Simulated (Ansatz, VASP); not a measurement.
# SnTe: VASP beside Ansatz, part 2 of 2

One calculation is typed for both programs; each brings its own data sets. How far apart do they land? The cell is taken from a series of runs on this material, whose earlier steps may have relaxed, scaled, displaced or heated it; both programs get it as it stands.

VASP 6.6.1 and Ansatz 0.2.0.

So far: The structure; VASP: zone-centre phonons, LDA.

### 3. Ansatz: zone-centre phonons, LDA

Level of this step: Ansatz beside VASP: Kohn-Sham DFT, plane waves, LDA (Ansatz).

Ansatz runs on its PAW soft_1 files.

The same cell, functional (in two slightly different forms), mesh and smearing now go to Ansatz, which takes its cutoff from its data sets.

File input.yaml:

```yaml
crystal:
  lattice:
    - [0.0984332422, 3.144125795, 3.1164450224]
    - [3.144125795, 0.0984332422, 3.1164450224]
    - [3.2425590372, 3.2425590372, 0.0]
  atoms:
    - { symbol: Sn, position: [0.0, 0.0, 0.0] }
    - { symbol: Te, position: [0.5, 0.5, 0.5] }
kpoints:
  mp_grid: { grid: [12, 12, 12] }
hamiltonian:
  xc: lda
  pseudopotentials: { kind: paw, azcp: { folder: soft_1 }, xc_functional: pbe }
scf:
  occupations: { method: gaussian, width: 0.01 }
output:
  eigenvalues: true
phonons:
  method: dfpt
```

Started as:

```sh
$ ansatz run input.yaml --threads 4 --pin off --max-ram 10240MiB --backend cpu --events-out ev --progress --plain --runs-dir out
```

Numbers of over 12 decimals in the logs are rounded to 6 here.

Log:

```text
zone centre: on kpoints.mp_grid the ground state, and the responses unless they are solved on pairs of k-points, stand on 476 of the mesh's 1728 k-points, reduced under 4 symmetry operations, with k and −k counted as one. Each operation leaves every solved displacement unchanged or reverses it
Engine: ansatz 0.2.0, aarch64-unknown-linux-gnu
Pseudopotentials: kind: paw
Pseudopotential: Sn, paw, valence charge 14, recommended cutoff 420 eV (normal), soft_1/Sn.paw.azcp
Pseudopotential: Te, paw, valence charge 16, recommended cutoff 420 eV (normal), soft_1/Te.paw.azcp
Functional definition: SPW92
  exchange = slater_x
  correlation = pw_c
Crystal: 2 atoms, lattice volume = 61.555 Å³
Basis set: ecut = 420 eV, 1219 PW (Γ), exchange–correlation on 64×64×64 points (8 copies of the dense FFT grid, shifted against one another)
Bands: 19, of which v1, the nominal top of the filled ones, is band 15 counted from 1 (14 counted from 0)
Symmetry: 8 space group operations
k-points: 476 of 1728 (irreducible under 4 space group operations)
Non-local potential: Sn, projectors of the file, l = 0: 2, l = 1: 2, l = 2: 2, l = 3: 1
Non-local potential: Te, projectors of the file, l = 0: 2, l = 1: 2, l = 2: 2, l = 3: 1
PAW form: soft (Blöchl's): semilocal exchange-correlation on the pseudo side does not see the compensation charge
PAW frozen core: Sn, regenerated for the run's functional, and the local potential with it (the file was generated under x = pbe(κ = 0.804, μ = 0.219515), c = pbe(β = 0.066725))
PAW frozen core: Te, regenerated for the run's functional, and the local potential with it (the file was generated under x = pbe(κ = 0.804, μ = 0.219515), c = pbe(β = 0.066725))
PAW one-centre angular grid: Sn, 590 points (default); XC on 64 Gauss nodes
PAW one-centre angular grid: Te, 590 points (default); XC on 64 Gauss nodes
Initial density: superposition of atomic densities (chi_scale 0.1, normalization cell, long waves kept (reshape's long-wave potential 0.00 eV rms))
Initial wavefunctions: pseudopotential atomic-orbital guess
Functional: x = slater, c = lda
SCF iter   1: F=—  HF=-12707.409020 eV  |F-HF|=—  |Δ(HF+E_count)|=         —  Δρ=1.07e-2  dr2=7.79e-2  ethr=3.10e-3  ⟨swp⟩=7.6  Hψ=53989  notcnv=0
preconditioner: auto → none  [insulator: Δε(μ)=0.065 eV  Ē_g=8.760 eV  σ=0.010 eV  W_gap=1.00  n_scr=14 (ndim 8)  ℏωp=15.0 eV  f_vac=0.000  D(μ)=0.00/eV (n_scr^D=0)  ε∞_Penn≈3.9]
SCF iter   2: F=—  HF=-12707.395532 eV  |F-HF|=—  |Δ(HF+E_count)|=   1.35e-2  Δρ=5.06e-3  dr2=1.85e-2  ethr=2.60e-4  ⟨swp⟩=2.1  Hψ=15389  notcnv=0  defer=1
SCF iter   3: F=—  HF=-12707.393484 eV  |F-HF|=—  |Δ(HF+E_count)|=   2.05e-3  Δρ=3.61e-4  dr2=5.13e-5  ethr=6.16e-5  ⟨swp⟩=2.9  Hψ=15096  notcnv=0  defer=1
SCF iter   4: F=—  HF=-12707.393516 eV  |F-HF|=—  |Δ(HF+E_count)|=   3.23e-5  Δρ=1.17e-4  dr2=3.13e-6  ethr=1.71e-7  ⟨swp⟩=2.4  Hψ=17076  notcnv=0  defer=1
SCF iter   5: F=—  HF=-12707.393517 eV  |F-HF|=—  |Δ(HF+E_count)|=   3.11e-7  Δρ=2.44e-5  dr2=3.19e-7  ethr=1.04e-8  ⟨swp⟩=2.0  Hψ=16160  notcnv=0  defer=1
SCF iter   6: F=—  HF=-12707.393517 eV  |F-HF|=—  |Δ(HF+E_count)|=   1.98e-7  Δρ=3.35e-6  dr2=3.67e-9  ethr=1.06e-9  ⟨swp⟩=2.0  Hψ=13790  notcnv=0  defer=1
SCF iter   7: F=—  HF=-12707.393517 eV  |F-HF|=—  |Δ(HF+E_count)|=   2.72e-9  Δρ=6.48e-7  dr2=2.23e-10  ethr=1.22e-11  ⟨swp⟩=2.0  Hψ=16183  notcnv=0  defer=1
SCF iter   8: F=-12707.393517 eV  HF=-12707.393517 eV  |F-HF|=0.00e0  |Δ(HF+E_count)|=  6.37e-11  Δρ=8.50e-8  dr2=5.35e-12  ethr=1.00e-12  ⟨swp⟩=5.7  Hψ=53185  notcnv=0
SCF 1 converged in 8 iterations: F = -12707.393517 eV  dr2 = 5.35e-12
  greatest PAW one-centre occupation: 0.999 electrons in one spin orbital (limit 2), on the Te atom at site 1 (counted from 0), in its partial waves of l = 2
DFPT response loops at Γ: preconditioner auto → Kerker (q_TF=auto, 2.420 Å⁻¹) (partly filled bands, converged f_vac=0.005); β = 1.00, the filter's whole step (`scf.mixing.beta` (0.50) is not read by the response loops under this deck's `scf.mixing.preconditioner`; to damp them name `kerker` or `kerker_dos`, under which they read `scf.mixing.beta`, and type it under 1.00, their step now; both keys bind the ground state too); Broyden in place of MSR1
SCF converged after 8 iterations
Free energy (F): -12707.393517 eV
Harris-Foulkes:  -12707.393517 eV  (|F-HF|=0.00e0)
Internal energy: -12707.393515 eV  (E = F + TS)
E sigma→0 (E₀):  -12707.393516 eV
Entropy (-TS):   -0.000001 eV (-0.001 meV/atom)
Fermi energy:    9.549722 eV
--- Per-component energies (eV) ---
  E_band       = -354.393063
  E_kinetic    = 341.427239
  E_local      = -2666.854901  (includes V_loc(G=0)·N_el)
  E_nonlocal   = 221.326952
  E_hartree    = 1327.985389
  E_xc         = -247.428138
  E_vxc        = -184.096629  (∫ρ·V_xc dr)
  E_paw        = -8743.006723  (= ΣΔE_a)
  E_vpaw       = -722.166880  (= ΣTr[D̂ρ^β])
  E_aug_tail   = 0.000350  (compensation charges beyond the density's cutoff)
  E_ewald      = -2941.947216
  E_core_change = 1.103533  (= ΣΔE_core)
  E_smearing   = -0.000001  (= −TS)
  E_closure    = 0.000000  (closes the sum)
  Σ components = -12707.393517   (vs F -12707.393517, Δ=0.00e0)
--- Band table (eV; the first three rows and the last of 476) ---
  k-point 0: bands = [... 11 lower, 4.7992, 7.2092, 7.3765, 7.7975, 12.7971, 12.9852, 13.0743, 14.0221]
  k-point 1: bands = [... 11 lower, 4.4184, 7.3269, 7.5756, 7.8018, 12.5120, 12.6816, 12.7147, 14.1377]
  k-point 2: bands = [... 11 lower, 3.6139, 7.4025, 7.8187, 8.1201, 11.9004, 11.9934, 12.0521, 14.3277]
  k-point 475: bands = [... 11 lower, 2.9572, 3.9365, 5.4978, 6.1522, 11.7840, 14.4199, 14.6574, 16.1001]
--- Phonons (Γ-DFPT): 4 representative perturbations + reference, on 476 of 1728 k-points (Σ response iterations 12) ---
  k mesh reduced under 4 symmetry operations, with k and −k counted as one. Each operation leaves every solved displacement unchanged or reverses it
  ASR residual: 1.059e-4 → 0.000e0 eV/Å²; symmetrization residual: 9.769e-6 eV/Å²
  ASR residual per site (eV/Å²): 5.05e-5 1.06e-4
  Γ frequencies (cm⁻¹): -40.50 0.00 0.00 0.00 29.22 38.88
  non-analytic LO–TO correction: not included (Born effective charges unavailable; polar crystals: no LO–TO splitting at Γ)
```

### 4. Comparison

Known differences besides the potentials themselves: the two LDA forms differ slightly; the data sets hold 30 valence electrons in Ansatz (on its PAW soft_1 files) and 20 in VASP; the cutoff is 420 eV in Ansatz and 500 eV in VASP; VASP's log shows a relativistic correction to its local exchange, Ansatz's none. Total energies have different zeros and are not compared.

The two programs side by side:

| quantity | Ansatz | VASP | difference |
| --- | --- | --- | --- |
| optical mode 1 (imaginary, printed as negative) (cm⁻¹) | -40.5 | -36.8 | -3.7 |
| optical mode 2 (cm⁻¹) | 29.2 | 33.9 | -4.7 |
| optical mode 3 (cm⁻¹) | 38.9 | 40.7 | -1.9 |

Modes are paired by rising frequency, not by their patterns, so a pair may set unlike modes beside each other; they are those without the splitting of longitudinal modes.

### 5. Outcome

| Property | Result |
| --- | --- |
| r.m.s. difference of the optical zone-centre modes, each program's sorted by frequency (zone-centre phonons, LDA) | 3.6 cm⁻¹ |

What this shows: The r.m.s. difference of the optical zone-centre modes, each program's sorted by frequency is 3.6 cm⁻¹ (zone-centre phonons, LDA). The data sets hold unlike numbers of valence electrons (30 in Ansatz and 20 in VASP), so part of the differences comes from the potentials. How closely two codes agree says nothing of how well the functional describes the real material.

[Lines on the potential files, build, host, timing and source positions are cut from VASP's logs without a mark.]

[Logs are printed without paths, hosts, clocks, repeated set-up lines and the standing remarks that a program may print on its own settings, such as how far it seeks lower states.]

[Hosts, paths, dates, database ids (printed as entryN), source tags and the programs' standing remarks are cut or masked in the printed files.]
